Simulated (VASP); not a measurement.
Wanted: the native input for a VASP 6.6.1 run.

- Task: single point
- Functional: LDA
- Potentials or basis: VASP PAW LDA potentials, release 64 (Nb_sv, B)
- Cutoff: 520 eV
- k mesh: 18 × 18 × 14
- Occupations: gaussian, width 0.15 eV
- Spin: no spin polarisation
- Dipole correction: no
- Further INCAR settings: ALGO = Fast; EDIFF = 1e-06; NBANDS = 16

The structure of NbB2 lies in POSCAR:

```
NbB2
1.0
    2.9183819260      0.0000000000      0.0000000000
   -1.4591909630      2.5273928859      0.0000000000
    0.0000000000      0.0000000000      3.2813216790
Nb B
1 2
Direct
    0.0000000000      0.0000000000      0.0000000000
    0.3333333333      0.6666666667      0.5000000000
    0.6666666667      0.3333333333      0.5000000000
```

The cell isn't the ideal one: strain -0.050 along x and y, +0.000 along z, atoms carried along.

The input as run:

INCAR

```
PREC = Accurate
ENCUT = 520
EDIFF = 1E-6
ISMEAR = 0
SIGMA = 0.15
LREAL = F
LASPH = T
NELM = 100
ALGO = Fast
ISIF = 2
LWAVE = F
LCHARG = T
LELF = T
LVHAR = T
NBANDS = 16
```

KPOINTS

```
regular mesh
0
Gamma
  18 18 14
```

Potentials or basis: VASP PAW LDA potentials, release 64 (Nb_sv, B).

Command:

```bash
$ cat potpaw_LDA.64/Nb_sv/POTCAR potpaw_LDA.64/B/POTCAR > POTCAR
$ mpirun -np 1 vasp_std > vasp.out
```

It gave:

| Item | Value |
| --- | --- |
| Pressure | 40.8 GPa |
| Band gap on the k mesh | none (metal or under the smearing width) |

Caveat: so large a pressure means that the cell lies far from this level's equilibrium, or that cutoff or potentials fall short.

It took 78 s on 1 thread of Intel(R) Xeon(R) 6975P-C (Granite Rapids), with other jobs on the host, peak memory 0.22 GiB.
